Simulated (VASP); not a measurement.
Input:

```
CELL_PARAMETERS angstrom
      1.14480    -1.96590     0.00000
      1.11544     1.94895     0.00000
      0.00000     0.00000     3.55096
ATOMIC_POSITIONS crystal
  Be 0.33098 0.66409 0.25000
  Be 0.66902 0.33591 0.75000
```

These are PBEsol GGA, VASP's PBE PAW potentials (set 64) (plane waves; VASP) values and carry that method's errors. Numerical set-up: 480 eV cut-off, 18×18×10 Γ-centred mesh, first-order Methfessel-Paxton smearing of 0.10 eV, potentials Be.

Task: Give the stress tensor in GPa (positive for a compressed cell).

Result: 
```
-1.11   1.57   0.00
 1.57  -0.37   0.00
 0.00   0.00   1.75
```
The pressure is its mean diagonal, 0.09 GPa.

The compound is Be in the hcp structure. This cell was strained or had an atom moved on purpose. Symmetry was kept, so distortions that lower it aren't found.
